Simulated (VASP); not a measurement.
Calculation: PBEsol GGA, VASP's PBE PAW potentials (set 64) (plane waves; VASP).

The input files of a VASP run:

**POSCAR**
```
Hg3ZnTe4
1.0
 -0.0109356188   6.4106284162   6.4418679376
  6.4106284162  -0.0109356188   6.4418679376
  3.1998463987   3.1998463987   0.0000000000
Zn Te Hg
1 4 3
direct
  0.0009729733   0.0009729733   0.9980540534
  0.1141144358   0.1141144358   0.2717711285
  0.1198070039   0.6423282015   0.2378647945
  0.6423282015   0.1198070039   0.2378647945
  0.6251170544   0.6251170544   0.2497658912
  0.0034633513   0.4964754494   0.0000611994
  0.4964754494   0.0034633513   0.0000611994
  0.4977215304   0.4977215304   0.0045569392
```

KPOINTS:
```
Automatic
0
gamma
 3 3 6
0 0 0
```

INCAR:
```
SYSTEM = Hg3ZnTe4
PREC = Accurate
ENCUT = 400
EDIFF = 1E-6
NELM = 100
ALGO = Normal
LREAL = .FALSE.
LASPH = .TRUE.
ISMEAR = 0
SIGMA = 0.05
GGA = PS
LMAXMIX = 6
LWAVE = .FALSE.
LCHARG = .FALSE.
IBRION = 2
ISIF = 3
NSW = 60
EDIFFG = -0.02
```

POTCAR, in this order: Zn Te Hg (PBE.64 set). Program: vasp_std.

The resulting files:

### OSZICAR
```
       N       E                     dE             d eps       ncg     rms          rms(c)
DAV:   1     0.457731598600E+03    0.45773E+03   -0.27108E+04  1376   0.125E+03
DAV:   2     0.173766964989E+02   -0.44035E+03   -0.42785E+03  1492   0.317E+02
DAV:   3    -0.189820709083E+02   -0.36359E+02   -0.36030E+02  1631   0.957E+01
DAV:   4    -0.197970434061E+02   -0.81497E+00   -0.81254E+00  1626   0.139E+01
DAV:   5    -0.198131803841E+02   -0.16137E-01   -0.16134E-01  1652   0.188E+00    0.138E+01
DAV:   6    -0.189114457625E+02    0.90173E+00   -0.26641E+00  1687   0.211E+01    0.106E+01
DAV:   7    -0.189041761552E+02    0.72696E-02   -0.11356E+00  1687   0.727E+00    0.416E+00
DAV:   8    -0.188878456409E+02    0.16331E-01   -0.11303E-01  1753   0.505E+00    0.130E+00
DAV:   9    -0.188885685771E+02   -0.72294E-03   -0.15049E-02  1517   0.102E+00    0.591E-01
DAV:  10    -0.188886661321E+02   -0.97555E-04   -0.15892E-03  1617   0.425E-01    0.124E-01
DAV:  11    -0.188886279262E+02    0.38206E-04   -0.34203E-04  1677   0.184E-01    0.276E-02
DAV:  12    -0.188886456824E+02   -0.17756E-04   -0.11331E-04  1514   0.632E-02    0.399E-02
DAV:  13    -0.188886425903E+02    0.30921E-05   -0.32028E-05  1728   0.593E-02    0.131E-02
DAV:  14    -0.188886440409E+02   -0.14506E-05   -0.69635E-06  1446   0.306E-02    0.936E-03
DAV:  15    -0.188886440804E+02   -0.39485E-07   -0.36367E-07   823   0.442E-03
   1 F= -.18888644E+02 E0= -.18888403E+02  d E =-.188886E+02
       N       E                     dE             d eps       ncg     rms          rms(c)
DAV:   1    -0.189517125869E+02   -0.63069E-01   -0.12449E+00  1600   0.100E+01    0.181E+00
DAV:   2    -0.188976602666E+02    0.54052E-01   -0.18771E-01  1562   0.676E+00    0.553E-01
DAV:   3    -0.188921338738E+02    0.55264E-02   -0.30318E-02  1512   0.177E+00    0.604E-01
DAV:   4    -0.188915888450E+02    0.54503E-03   -0.22362E-03  1633   0.582E-01    0.344E-01
DAV:   5    -0.188910081391E+02    0.58071E-03   -0.12377E-03  1445   0.163E-01    0.572E-02
DAV:   6    -0.188909665809E+02    0.41558E-04   -0.12568E-04  1559   0.115E-01    0.708E-02
DAV:   7    -0.188909705780E+02   -0.39971E-05   -0.21360E-05  1514   0.314E-02    0.442E-02
DAV:   8    -0.188909606088E+02    0.99692E-05   -0.49013E-05  1716   0.611E-02    0.659E-03
DAV:   9    -0.188909616607E+02   -0.10519E-05   -0.81786E-06  1463   0.156E-02    0.140E-02
DAV:  10    -0.188909619801E+02   -0.31938E-06   -0.24497E-07   811   0.467E-03
   2 F= -.18890962E+02 E0= -.18890709E+02  d E =-.231790E-02
       N       E                     dE             d eps       ncg     rms          rms(c)
DAV:   1    -0.188931092085E+02   -0.21475E-02   -0.41780E-02  1590   0.187E+00    0.336E-01
DAV:   2    -0.188913233011E+02    0.17859E-02   -0.62333E-03  1562   0.118E+00    0.103E-01
DAV:   3    -0.188911232918E+02    0.20001E-03   -0.84067E-04  1552   0.299E-01    0.110E-01
DAV:   4    -0.188910965351E+02    0.26757E-04   -0.68645E-05  1557   0.897E-02    0.574E-02
DAV:   5    -0.188910738590E+02    0.22676E-04   -0.37271E-05  1457   0.327E-02    0.107E-02
DAV:   6    -0.188910725700E+02    0.12890E-05   -0.24922E-06   993   0.193E-02    0.109E-02
DAV:   7    -0.188910724503E+02    0.11976E-06   -0.11008E-06   778   0.783E-03
   3 F= -.18891072E+02 E0= -.18890822E+02  d E =-.242837E-02
       N       E                     dE             d eps       ncg     rms          rms(c)
DAV:   1    -0.188911385078E+02   -0.65938E-04   -0.14139E-03  1610   0.336E-01    0.627E-02
DAV:   2    -0.188910760839E+02    0.62424E-04   -0.21452E-04  1568   0.222E-01    0.194E-02
DAV:   3    -0.188910688151E+02    0.72688E-05   -0.30453E-05  1534   0.562E-02    0.206E-02
DAV:   4    -0.188910674423E+02    0.13728E-05   -0.20279E-06   819   0.170E-02    0.103E-02
DAV:   5    -0.188910661177E+02    0.13246E-05   -0.22522E-06   880   0.133E-02    0.215E-03
DAV:   6    -0.188910660053E+02    0.11243E-06   -0.42686E-07   751   0.982E-03
   4 F= -.18891066E+02 E0= -.18890816E+02  d E =-.242192E-02
       N       E                     dE             d eps       ncg     rms          rms(c)
DAV:   1    -0.188910869435E+02   -0.20826E-04   -0.36664E-04  1610   0.172E-01    0.308E-02
DAV:   2    -0.188910715507E+02    0.15393E-04   -0.52445E-05  1559   0.108E-01    0.948E-03
DAV:   3    -0.188910700035E+02    0.15473E-05   -0.71838E-06  1415   0.276E-02    0.102E-02
DAV:   4    -0.188910700336E+02   -0.30092E-07   -0.48966E-07   745   0.859E-03
   5 F= -.18891070E+02 E0= -.18890820E+02  d E =-.242595E-02
       N       E                     dE             d eps       ncg     rms          rms(c)
DAV:   1    -0.188913682446E+02   -0.29824E-03   -0.11948E-02  1421   0.534E-01    0.833E-02
DAV:   2    -0.188913295944E+02    0.38650E-04   -0.58205E-04  1667   0.261E-01    0.304E-02
DAV:   3    -0.188913185931E+02    0.11001E-04   -0.48502E-05  1702   0.815E-02    0.198E-02
DAV:   4    -0.188913151471E+02    0.34460E-05   -0.59225E-06  1495   0.197E-02    0.851E-03
DAV:   5    -0.188913140106E+02    0.11365E-05   -0.11971E-06   772   0.892E-03    0.229E-03
DAV:   6    -0.188913139182E+02    0.92363E-07   -0.27835E-07   730   0.544E-03
   6 F= -.18891314E+02 E0= -.18891052E+02  d E =-.243885E-03
       N       E                     dE             d eps       ncg     rms          rms(c)
DAV:   1    -0.188916174618E+02   -0.30345E-03   -0.31757E-02  1409   0.875E-01    0.136E-01
DAV:   2    -0.188915102029E+02    0.10726E-03   -0.15622E-03  1667   0.436E-01    0.499E-02
DAV:   3    -0.188914817289E+02    0.28474E-04   -0.13250E-04  1691   0.134E-01    0.327E-02
DAV:   4    -0.188914733607E+02    0.83682E-05   -0.15742E-05  1551   0.317E-02    0.141E-02
DAV:   5    -0.188914708780E+02    0.24828E-05   -0.35265E-06  1287   0.144E-02    0.452E-03
DAV:   6    -0.188914707496E+02    0.12835E-06   -0.46897E-07   775   0.611E-03
   7 F= -.18891471E+02 E0= -.18891188E+02  d E =-.400716E-03
```

OUTCAR:
```
------------------------ aborting loop because EDIFF is reached ----------------------------------------
  FORCE on cell =-STRESS in cart. coord.  units (eV):
  Direction    XX          YY          ZZ          XY          YZ          ZX
  --------------------------------------------------------------------------------------
  Total       -0.0164043     -0.0164043     -0.0343855     -0.0218794      0.0000000     -0.0000000
  in kB       -0.0999601     -0.0999601     -0.2095294     -0.1333228      0.0000000     -0.0000000
  external PRESSURE =      -0.1364832 kB  Pullay stress =       0.0000000 kB
  volume of cell :      262.93
      direct lattice vectors                 reciprocal lattice vectors
    -0.006628393  6.397993250  6.423239476    -0.078068624  0.078068624  0.077842341
     6.397993250 -0.006628393  6.423239476     0.078068624 -0.078068624  0.077842341
     3.195682429  3.195682429  0.000000000     0.156461104  0.156461104 -0.155684683
 POSITION                                       TOTAL-FORCE (eV/Angst)
 -----------------------------------------------------------------------------------
      3.19568      3.19568      0.01233         0.000000      0.000000     -0.001560
      1.59784      1.59784      1.47576        -0.000000     -0.000000      0.000654
      4.86666      1.52471      4.88945         0.000096     -0.000096     -0.003848
      1.52471      4.86666      4.88945        -0.000096      0.000096     -0.003848
      4.79352      4.79352      8.03351         0.000000      0.000000     -0.005001
      3.17695      0.01873      3.21000         0.002850     -0.002850      0.002221
      0.01873      3.17695      3.21000        -0.002850      0.002850      0.002221
      3.19568      3.19568      6.39570        -0.000000     -0.000000      0.009162
 -----------------------------------------------------------------------------------
    total drift:                                0.000003      0.000003     -0.000237
  FREE ENERGIE OF THE ION-ELECTRON SYSTEM (eV)
  ---------------------------------------------------
  free  energy   TOTEN  =       -18.8914707496 eV

  energy  without entropy=      -18.8909056157  energy(sigma->0) =      -18.89118818

 reached required accuracy - stopping structural energy minimisation
```
(Selected blocks of OUTCAR.)

CONTCAR:
```
Hg3ZnTe4
   1.00000000000000
    -0.0066283927313732    6.3979932498181649    6.4232394762504574
     6.3979932498181649   -0.0066283927313731    6.4232394762504574
     3.1956824285433965    3.1956824285433965    0.0000000000000000
  Zn              Te              Hg
     1     4     3
Direct
     0.0009600353306287    0.0009600353306287    0.9980799293387427
     0.1148764025203881    0.1148764025203881    0.2702471950592186
     0.1197043676449937    0.6415079020803780    0.2387877301746265
     0.6415079020803780    0.1197043676449937    0.2387877301746265
     0.6253475732279623    0.6253475732279623    0.2493048535440754
     0.0033158313536995    0.4964315909486675    0.0002525777976348
     0.4964315909486675    0.0033158313536995    0.0002525777976348
     0.4978562968932824    0.4978562968932824    0.0042874062134354
```

The structure was generated: Hg3ZnTe4 was put into an ordered model structure (Amm2), which need not be its known phase. This run relaxes it. Symmetry was kept, so distortions that lower it aren't found. The start is the result of an earlier pass.
